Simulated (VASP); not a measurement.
An input for Quantum ESPRESSO's pw.x (written as the equivalent of a VASP run, and not itself run):

```
&CONTROL
  calculation = 'vc-relax'
  pseudo_dir = './pseudo'
  outdir = './out'
  tprnfor = .true.
  tstress = .true.
  nstep = 60
  forc_conv_thr = 0.00039
/
&SYSTEM
  ibrav = 0
  nat = 2
  ntyp = 2
  ecutwfc = 92
  occupations = 'smearing'
  smearing = 'methfessel-paxton'
  degauss = 0.00735
  input_dft = 'pw91'
/
&ELECTRONS
  conv_thr = 7.3e-08
  electron_maxstep = 100
/
&IONS
/
&CELL
/
ATOMIC_SPECIES
  Zn 65.380 Zn.upf
  Cu 63.546 Cu.upf
CELL_PARAMETERS angstrom
     2.9500000    0.0000000    0.0000000
     0.0000000    2.9500000    0.0000000
     0.0000000    0.0000000    2.9500000
ATOMIC_POSITIONS crystal
  Zn   0.5000000  0.5000000  0.5000000
  Cu   0.0000000  0.0000000  0.0000000
K_POINTS automatic
  11 11 11 0 0 0
```

Problem. Write the VASP files for the same calculation (PW91).

Solution. Several could match; the one computed here: 
INCAR:
```
SYSTEM = CuZn
PREC = Accurate
ENCUT = 520
EDIFF = 1E-6
NELM = 100
ALGO = Normal
LREAL = .FALSE.
LASPH = .TRUE.
ISMEAR = 1
SIGMA = 0.1
GGA = 91
LMAXMIX = 4
LWAVE = .FALSE.
LCHARG = .FALSE.
IBRION = 2
ISIF = 3
NSW = 60
EDIFFG = -0.01
```

File KPOINTS:
```
Automatic mesh
0
Gamma
11 11 11
0 0 0
```

### POSCAR
```
CuZn
1.0
  2.9500000000   0.0000000000   0.0000000000
  0.0000000000   2.9500000000   0.0000000000
  0.0000000000   0.0000000000   2.9500000000
Zn Cu
1 1
Direct
  0.5000000000   0.5000000000   0.5000000000
  0.0000000000   0.0000000000   0.0000000000
```

POTCAR, in this order: Zn Cu (PBE.64 set). Program: vasp_std.

Limits of the translation: the potentials are each code's own (VASP's PAW set, PseudoDojo norm-conserving files in pw.x), so ENCUT and ecutwfc are chosen apart and not converted; conv_thr bounds pw.x's estimated SCF error, while EDIFF bounds the energy change between steps; forc_conv_thr acts on force components and is met together with etot_conv_thr.

The compound is CuZn in the CsCl type structure. This run relaxes it. Symmetry was kept, so distortions that lower it aren't found.
